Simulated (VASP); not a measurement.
OSZICAR of a VASP run on SnTe (rock salt):

**OSZICAR**
```
       N       E                     dE             d eps       ncg     rms          rms(c)
DAV:   1     0.105008745519E+03    0.10501E+03   -0.10176E+04   824   0.165E+03
DAV:   2    -0.130268204914E+02   -0.11804E+03   -0.11657E+03   872   0.370E+02
DAV:   3    -0.227694197420E+02   -0.97426E+01   -0.97144E+01  1078   0.102E+02
DAV:   4    -0.229932023557E+02   -0.22378E+00   -0.22373E+00   910   0.165E+01
DAV:   5    -0.229997561035E+02   -0.65537E-02   -0.65536E-02  1072   0.273E+00    0.601E+00
DAV:   6    -0.231855811452E+02   -0.18583E+00   -0.61130E+00   866   0.298E+01    0.223E+00
DAV:   7    -0.236544789746E+02   -0.46890E+00   -0.55239E-01   830   0.865E+00    0.154E+00
DAV:   8    -0.235045052111E+02    0.14997E+00   -0.20684E-01   908   0.333E+00    0.115E+00
DAV:   9    -0.233700357441E+02    0.13447E+00   -0.69080E+03   812   0.124E+05    0.367E-01
DAV:  10    -0.235154054593E+02   -0.14537E+00   -0.56501E-01   812   0.951E+00    0.349E-01
DAV:  11    -0.236486644331E+02   -0.13326E+00   -0.68185E-02   812   0.259E+00    0.271E-01
DAV:  12    -0.236482974352E+02    0.36700E-03   -0.20397E-03  1052   0.410E-01    0.230E-01
DAV:  13    -0.236493607667E+02   -0.10633E-02   -0.89044E-04   824   0.285E-01    0.388E-01
DAV:  14    -0.236516576458E+02   -0.22969E-02   -0.41375E-03   926   0.107E+00    0.537E-01
DAV:  15    -0.236515254455E+02    0.13220E-03   -0.10868E-04   818   0.134E-01    0.524E-01
DAV:  16    -0.236514169868E+02    0.10846E-03   -0.19151E-04   860   0.184E-01    0.365E-01
DAV:  17    -0.236513212527E+02    0.95734E-04   -0.44197E-04   974   0.341E-01    0.970E-02
DAV:  18    -0.236514181047E+02   -0.96852E-04   -0.48254E-05   818   0.857E-02    0.112E-01
DAV:  19    -0.236514092347E+02    0.88700E-05   -0.11534E-05  1092   0.489E-02    0.799E-02
DAV:  20    -0.236514020245E+02    0.72102E-05   -0.16685E-05  1028   0.434E-02    0.426E-02
DAV:  21    -0.236513986594E+02    0.33651E-05   -0.58601E-06  1004   0.264E-02    0.186E-02
DAV:  22    -0.236514005726E+02   -0.19132E-05   -0.12497E-06   842   0.118E-02    0.926E-03
DAV:  23    -0.236514006698E+02   -0.97196E-07   -0.59108E-07   946   0.809E-03
   1 F= -.23651401E+02 E0= -.23651401E+02  d E =0.000000E+00
       N       E                     dE             ncg
       N       E                     dE             ncg
       N       E                     dE             ncg
```

Task: Which electronic solver shows in the log?

Result: It is blocked Davidson (ALGO = Normal, or the opening steps of other solvers). The INCAR had ALGO = Normal.

Task: Can the final energy be trusted as converged?

Result: The calculation finished and met its thresholds. It stopped with EDIFF = 1E-7, NELM = 100 (TPSS meta-GGA, plane waves, VASP's PBE PAW potentials (set 64)).

The compound is SnTe in the rock salt structure, which distorts at low temperature. It was relaxed first.
